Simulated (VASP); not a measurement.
# GW on Silicon: a test of the settings, part 3 of 3

Aim: test the GW correction to the gap of Silicon. The starting structure is a measured crystal structure from the Crystallography Open Database. Cell and atoms stay as given.

VASP 6.6.1.

Results so far: G0W0 (response cutoff 100 eV, 4×4×4 mesh) 1.07 eV; G0W0 (response cutoff 160 eV, 4×4×4 mesh) 1.16 eV; G0W0 (response cutoff 240 eV, 4×4×4 mesh) 1.20 eV; GW0 with iterated eigenvalues (response cutoff 160 eV, 4×4×4 mesh) 1.25 eV; G0W0 (response cutoff 100 eV, 5×5×5 mesh) 0.96 eV.

**7. G0W0 (response cutoff 100 eV, 4×4×4 mesh, 12 empty bands)**

Level of this step: G0W0 on LDA; plane waves and PAW (Si_GW) (VASP).

It reads the orbitals and their derivatives (WAVECAR and WAVEDER) of a run with the empty bands, which follows a ground-state run; neither is shown.

File INCAR:

```
SYSTEM = Si
PREC = Accurate
ENCUT = 300
ISMEAR = 0
SIGMA = 0.01
LREAL = .FALSE.
GGA = CA
NBANDS = 16
ALGO = EVGW0
NELMGW = 1
ENCUTGW = 100
NOMEGA = 40
PRECFOCK = Fast
NBANDSGW = 16
LWAVE = .FALSE.
LCHARG = .FALSE.
```

File POSCAR:

```
Si
1.0
    0.0000000000      2.7154800000      2.7154800000
    2.7154800000      0.0000000000      2.7154800000
    2.7154800000      2.7154800000      0.0000000000
Si
2
Direct
    0.7500000000      0.7500000000      0.7500000000
    0.5000000000      0.5000000000      0.5000000000
```

File KPOINTS:

```
Automatic mesh
0
Gamma
4 4 4
0 0 0
```

Potentials, in the order of the species: Si_GW (LDA family, release 64).

Run with:

```sh
> mpirun -np 8 vasp_std
```

What it wrote:

```text
[banner, memory and clock lines left out]
running    8 mpi-ranks, on    1 nodes
[...]
[... a notice as in an earlier step ...]

 [... a notice as in an earlier step ...]

 LDA part: xc-table for (Slater(with rela. corr.)+CA(PZ))
 , standard interpolation
 found WAVECAR, reading the header
 POSCAR, INCAR and KPOINTS ok, starting setup
[...]
reading WAVECAR
 the WAVECAR file was read successfully
 initial charge from wavefunction
 available memory per node:     95.08 GB, setting MAXMEM to     97359

 The Fermi energy was updated, please check that it is located mid-gap
 values below the HOMO (VB) or above the LUMO (CB) will cause erroneous energies
 E-fermi :   5.7532

 calculate exact exchange contribution
 the WAVEDER file was read successfully
 [... a notice as in an earlier step ...]

energies w=
    0.000    0.000    0.351    0.000    0.699    0.000    1.043    0.000
    1.382    0.000    1.714    0.000    2.038    0.000    2.355    0.000
[...]
total number of BLAS operations          3.53 Gflops
NQ=   4    0.2500    0.2500    0.0000,
|.........|.........|.........|.........|.........|.........|.........|.........
 performed         78000 updates of chi_q(r,r)
 total number of BLAS operations          4.92 Gflops
NQ=   5    0.5000    0.2500    0.0000,
|.........|.........|.........|.........|.........|.........|.........|.........
 performed        113000 updates of chi_q(r,r)
 total number of BLAS operations          7.24 Gflops
NQ=   6   -0.2500    0.2500    0.0000,
|.........|.........|.........|.........|.........|.........|.........|.........
 performed        144000 updates of chi_q(r,r)
 total number of BLAS operations          9.44 Gflops
NQ=   7    0.5000    0.5000    0.0000,
|.........|.........|.........|.........|.........|.........|.........|.........
 performed        161000 updates of chi_q(r,r)
 total number of BLAS operations         10.62 Gflops
NQ=   8   -0.2500    0.5000    0.2500,
|.........|.........|.........|.........|.........|.........|.........|.........
 performed        184000 updates of chi_q(r,r)
 total number of BLAS operations         12.50 Gflops
 resolving degeneracies of screened two electron integrals

 calculate QP shifts <psi_nk| G(iteration)W_0 |psi_nk>: iteration 1
 entering main loop
```

Wall time 4.4 s (8 MPI ranks of AMD EPYC 7R43, shared host); peak memory 0.68 GiB.

OUTCAR, selected parts (step 7):

```text
 QP shifts <psi_nk| G(iteration)W_0 |psi_nk>: iteration 1
 for sc-GW calculations column KS-energies equals QP-energies in previous step
 and V_xc(KS)=  KS-energies - (<T + V_ion + V_H > + <T+V_H+V_ion>^1  + <V_x>^1)
 k-point   1 :       0.0000    0.0000    0.0000
  band No.  KS-energies  QP-energies   sigma(KS)   V_xc(KS)     V^pw_x(r,r')   Z            occupation Imag(sigma)
      1      -6.5091      -6.3416     -10.3532     -10.6010     -17.4769       0.6756       2.0000       1.4431
      2       5.4643       5.9653     -10.9276     -11.5712     -12.9883       0.7785       2.0000       0.0932
      3       5.4643       5.9653     -10.9276     -11.5712     -12.9883       0.7785       2.0000       0.0932
      4       5.4643       5.9653     -10.9276     -11.5712     -12.9883       0.7785       2.0000       0.0932
      5       7.9712       9.0931      -8.8460     -10.3120      -5.5851       0.7653       0.0000      -0.1083
      6       7.9712       9.0931      -8.8460     -10.3120      -5.5851       0.7653       0.0000      -0.1083
      7       7.9712       9.0931      -8.8460     -10.3120      -5.5851       0.7653       0.0000      -0.1083
      8       8.6628      10.0115      -9.5950     -11.3696      -5.8979       0.7600       0.0000      -0.1489
    ...

[... 1 part as in an earlier step ...]

[... 2 further parts left out ...]
[key lines of the parts left out:]
E-fermi :   5.7532
```

G0W0 (response cutoff 100 eV, 4×4×4 mesh, 12 empty bands): the quasiparticle gap on this mesh is 0.963 eV, +0.385 eV from the LDA gap on the same points, with 16 bands.

**8. All runs side by side**

```csv
run,LDA gap on the mesh (eV),GW gap (eV),correction (eV),bands
"G0W0 (response cutoff 100 eV, 4×4×4 mesh)",0.578,1.066,0.489,96
"G0W0 (response cutoff 160 eV, 4×4×4 mesh)",0.578,1.16,0.582,192
"G0W0 (response cutoff 240 eV, 4×4×4 mesh)",0.578,1.2,0.622,344
"GW0 with iterated eigenvalues (response cutoff 160 eV, 4×4×4 mesh)",0.578,1.25,0.672,192
"G0W0 (response cutoff 100 eV, 5×5×5 mesh)",0.47,0.96,0.49,96
"G0W0 (response cutoff 100 eV, 4×4×4 mesh, 12 empty bands)",0.578,0.963,0.385,16
```

**9. What came out**

```
gap, G0W0 (response cutoff 100 eV, 4×4×4 mesh)                          : 1.066 eV
gap, G0W0 (response cutoff 160 eV, 4×4×4 mesh)                          : 1.160 eV
gap, G0W0 (response cutoff 240 eV, 4×4×4 mesh)                          : 1.200 eV
gap, GW0 with iterated eigenvalues (response cutoff 160 eV, 4×4×4 mesh) : 1.250 eV
gap, G0W0 (response cutoff 100 eV, 5×5×5 mesh)                          : 0.960 eV
gap, G0W0 (response cutoff 100 eV, 4×4×4 mesh, 12 empty bands)          : 0.963 eV
```

**Reading.** The correction to the LDA gap of Silicon is +0.489 eV at a response cutoff of 100 eV, +0.582 eV at a response cutoff of 160 eV, +0.622 eV at a response cutoff of 240 eV. The number of bands rises with the cutoff. On a 5×5×5 mesh in place of 4×4×4 the correction is +0.490 eV against +0.489 eV. The LDA gap lies between other k-points on the two meshes (0.0000 0.0000 0.0000 to 0.4000 0.4000 0.0000 against 0.0000 0.0000 0.0000 to 0.5000 0.5000 0.0000), so the two corrections belong to different transitions. Iterating the eigenvalues in G raises the gap by +0.090 eV. With 12 empty bands alone, a slip made on purpose, the correction is +0.385 eV against +0.489 eV. Errors of the two band edges can cancel in a gap, so a value close to the better runs would prove nothing. VASP warns in its log that the frequency grid doesn't suit these quasiparticle energies and asks for more k-points, so these gaps are no firm results. From a response cutoff of 160 to 240 eV the correction still moves by +0.040 eV, so cutoff and bands aren't shown to be converged. The LDA gap along the bands, from another run on this structure, is 0.479 eV. On the 4×4×4 mesh it is 0.578 eV, so this mesh misses the band edges. On the 5×5×5 mesh it is 0.470 eV, so this mesh comes close to the edges. Further runs on this material are not shown.

[Lines on the potential files, build, host, timing and source positions are cut from VASP's logs without a mark.]

[Logs are printed without paths, hosts, clocks, repeated set-up lines and the standing remarks that a program may print on its own settings, such as how far it seeks lower states.]

[Hosts, paths, dates, database ids (printed as entryN), source tags and the programs' standing remarks are cut or masked in the printed files.]
